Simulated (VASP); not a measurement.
# TaN: input slips in a relaxation and what they do, part 2 of 2

Some relaxations of TaN get a fault in the input on purpose. Which of them show, and how? The starting structure is a computed structure from the Materials Project. The first relaxation on each setting starts from this cell expanded by 3 % in volume.

VASP 6.6.1.

Results so far: reference 10.50 Å³ an atom; a cutoff far too low 9.44 Å³ an atom.

## (5) Relaxation with too few electronic steps

Level of this step: PBEsol; plane waves and PAW (Ta_pv, N) (VASP).

A slip made on purpose: too few electronic steps. Against step 2 the input has NELM = 4 (also changed: NSW).

File INCAR:

```
SYSTEM = TaN
PREC = Accurate
ENCUT = 520
EDIFF = 1E-06
NELM = 4
ISMEAR = 1
SIGMA = 0.15
LREAL = .FALSE.
ALGO = Normal
GGA = PS
NBANDS = 14
LASPH = .TRUE.
LORBIT = 11
LWAVE = .FALSE.
LCHARG = .FALSE.
KPAR = 8
IBRION = 2
NSW = 30
ISIF = 3
EDIFFG = -0.006
```

File POSCAR:

```
TaN
1.0
    0.0000000000      2.2332187111      2.2332187111
    2.2332187111      0.0000000000      2.2332187111
    2.2332187111      2.2332187111      0.0000000000
Ta N
1 1
Direct
    0.5000000000      0.5000000000      0.5000000000
    0.0000000000      0.0000000000      0.0000000000
```

File KPOINTS:

```
Automatic mesh
0
Gamma
18 18 18
0 0 0
```

The projector-augmented-wave data sets are Ta_pv and N (PBE family, release 64).

On the command line:

```bash
$ mpirun -np 8 vasp_std
```

The program printed:

```text
[... set-up lines as in an earlier step ...]
 entering main loop
       N       E                     dE             d eps       ncg     rms          rms(c)
[... 4 cycles as in an earlier step ...]
 -----------------------------------------------------------------------------
|                                                                             |
|           W    W    AA    RRRRR   N    N  II  N    N   GGGG   !!!           |
|           W    W   A  A   R    R  NN   N  II  NN   N  G    G  !!!           |
|           W    W  A    A  R    R  N N  N  II  N N  N  G       !!!           |
|           W WW W  AAAAAA  RRRRR   N  N N  II  N  N N  G  GGG   !            |
|           WW  WW  A    A  R   R   N   NN  II  N   NN  G    G                |
|           W    W  A    A  R    R  N    N  II  N    N   GGGG   !!!           |
|                                                                             |
|     The electronic self-consistency was not achieved in the given           |
|     number of steps (NELM). The forces and other quantities evaluated       |
|     might not be reliable so examine the results carefully. If you find     |
|     spurious results, we suggest increasing NELM, if you were close to      |
|     convergence or switching to a different ALGO or adjusting the           |
|     density mixing parameters otherwise.                                    |
|                                                                             |
 -----------------------------------------------------------------------------

   1 F= -.25932280E+02 E0= -.25932176E+02  d E =-.259323E+02
[...]
|     The electronic self-consistency was not achieved in the given           |
[... from here on, the cycles between the ionic steps are left out ...]
   2 F= -.23156554E+02 E0= -.23156325E+02  d E =0.277573E+01
[...]
|     The electronic self-consistency was not achieved in the given           |
   3 F= -.23199275E+02 E0= -.23199050E+02  d E =0.273301E+01
   4 F= -.23196772E+02 E0= -.23196554E+02  d E =0.273551E+01
   5 F= -.23213667E+02 E0= -.23213447E+02  d E =0.271861E+01
   6 F= -.23213683E+02 E0= -.23213463E+02  d E =0.271860E+01
   7 F= -.23213746E+02 E0= -.23213526E+02  d E =0.271853E+01
   8 F= -.23213743E+02 E0= -.23213523E+02  d E =0.270636E-05
   9 F= -.23213755E+02 E0= -.23213535E+02  d E =-.924407E-05
[...]
reached required accuracy - stopping structural energy minimisation
```

The job ended after 33 s (8 MPI ranks of Intel Xeon Platinum 8488C (Sapphire Rapids), shared host; peak memory 1.6 GiB).

Parts of OUTCAR (step 5):

```text
  Total        0.0053879      0.0053879      0.0053879      0.0000000     -0.0000000      0.0000000
  in kB        0.4110977      0.4110977      0.4110977      0.0000000     -0.0000000      0.0000000
  external PRESSURE =       0.4110977 kB  Pullay stress =       0.0000000 kB

 POSITION                                       TOTAL-FORCE (eV/Angst)
 -----------------------------------------------------------------------------------
      2.18970      2.18970      2.18970        -0.000000      0.000000      0.000000
      0.00000      0.00000      0.00000         0.000000     -0.000000     -0.000000
 -----------------------------------------------------------------------------------
    total drift:                                0.000000     -0.000000     -0.000000

  FREE ENERGIE OF THE ION-ELECTRON SYSTEM (eV)
  ---------------------------------------------------
  free  energy   TOTEN  =       -23.2137554093 eV

  energy  without entropy=      -23.2130952491  energy(sigma->0) =      -23.21353536

[... 2 parts as in an earlier step ...]

[... 2 further parts left out ...]
[key lines of the parts left out:]
E-fermi :   9.5317
```

With too few electronic steps the cell ends at 10.499 Å³ an atom, -0.01 % from the reference.

## (6) Relaxation with a functional's name that the tag doesn't take

A slip made on purpose: a functional's name that the tag doesn't take. Against step 2 the input has GGA = PBESOL (also changed: NELM).

Edit INCAR of step 5 so:

```diff
@@ -4,3 +4,3 @@
 EDIFF = 1E-06
-NELM = 4
+NELM = 60
 ISMEAR = 1
@@ -9,3 +9,3 @@
 ALGO = Normal
-GGA = PS
+GGA = PBESOL
 NBANDS = 14
@@ -17,3 +17,3 @@
 IBRION = 2
-NSW = 30
+NSW = 50
 ISIF = 3
```

POSCAR is that of step 5.

KPOINTS is that of step 5.

On the command line:

```bash
$ mpirun -np 8 vasp_std
```

The program printed:

```text
[banner, memory and clock lines left out]
running    8 mpi-ranks, on    1 nodes
[...]
|                                                                             |
|           W    W    AA    RRRRR   N    N  II  N    N   GGGG   !!!           |
|           W    W   A  A   R    R  NN   N  II  NN   N  G    G  !!!           |
|           W    W  A    A  R    R  N N  N  II  N N  N  G       !!!           |
|           W WW W  AAAAAA  RRRRR   N  N N  II  N  N N  G  GGG   !            |
|           WW  WW  A    A  R   R   N   NN  II  N   NN  G    G                |
|           W    W  A    A  R    R  N    N  II  N    N   GGGG   !!!           |
|                                                                             |
|     For optimal performance we recommend to set                             |
|       NCORE = 2 up to number-of-cores-per-socket                            |
|     NCORE specifies how many cores store one orbital (NPAR=cpu/NCORE).      |
|     This setting can greatly improve the performance of VASP for DFT.       |
[...]
|     calculations (for HF NCORE is supported but not extensively tested      |
|     yet).                                                                   |
|                                                                             |

|                                                                             |
|     EEEEEEE  RRRRRR   RRRRRR   OOOOOOO  RRRRRR      ###     ###     ###     |
|     E        R     R  R     R  O     O  R     R     ###     ###     ###     |
|     E        R     R  R     R  O     O  R     R     ###     ###     ###     |
|     EEEEE    RRRRRR   RRRRRR   O     O  RRRRRR       #       #       #      |
|     E        R   R    R   R    O     O  R   R                               |
|     E        R    R   R    R   O     O  R    R      ###     ###     ###     |
|     EEEEEEE  R     R  R     R  OOOOOOO  R     R     ###     ###     ###     |
|                                                                             |
|     Error: One of the selected functionals does not exist.                  |
|                                                                             |
|       ---->  I REFUSE TO CONTINUE WITH THIS SICK JOB ... BYE!!! <----       |
|                                                                             |

1
1
1
1
1
1
1
1
```

It took 5.8 s on 8 MPI ranks.

VASP stopped with this message: “Error: One of the selected functionals does not exist”.

## (7) Comparison

| run | ended | volume (Å³/atom) | change (%) | bulk modulus (GPa) | pressure left (GPa) | core minutes |
| --- | --- | --- | --- | --- | --- | --- |
| reference | converged | 10.5 | - | 358.2 | -0.01 | 6.29 |
| a cutoff far too low | converged | 9.437 | -10.13 | - | -0.07 | 3.33 |
| too few ionic steps | not converged | - | - | - | - | 2.03 |
| too few electronic steps | converged | 10.499 | -0.01 | - | 0.04 | 4.4 |
| a functional's name that the tag doesn't take | stopped by VASP | - | - | - | - | 0.773 |

Core minutes are wall time times ranks, summed over the relaxations behind a row (those for a bulk modulus apart), on shared hosts.

## (8) Outcome

| Item | Value |
| --- | --- |
| volume of the reference | 10.50 Å³/atom |
| volume against the reference, a cutoff far too low | -10.13 % |
| volume against the reference, too few electronic steps | -0.01 % |
| run with too few ionic steps | not converged |
| run with a functional's name that the tag doesn't take | stopped by VASP |

In words: VASP stopped by itself in the run with a functional's name that the tag doesn't take. The run with too few ionic steps didn't converge. Finished, but with signs in the output that stand out against the reference: a cutoff far too low, with the volume changed by -10.1 % (signs: -74.7 GPa at the first ionic step (of the first relaxations, not shown; reference: -18.5 GPa) and an energy that rises by up to 13.1 eV an atom on the way); too few electronic steps, with the volume changed by less than 0.1 % (signs: warnings that the electronic loop ran out of cycles, -0.8 GPa at the first ionic step (of the first relaxations, not shown; reference: -18.5 GPa) and an energy that rises by up to 1.4 eV an atom on the way). The reference was restarted once and the runs with a slip weren't, so their cells may not have settled fully. Further runs on this material are not shown.

[Lines on the potential files, build, host, timing and source positions are cut from VASP's logs without a mark.]

[Logs are printed without paths, hosts, clocks, repeated set-up lines and the standing remarks that a program may print on its own settings, such as how far it seeks lower states.]

[Hosts, paths, dates, database ids (printed as entryN), source tags and the programs' standing remarks are cut or masked in the printed files.]
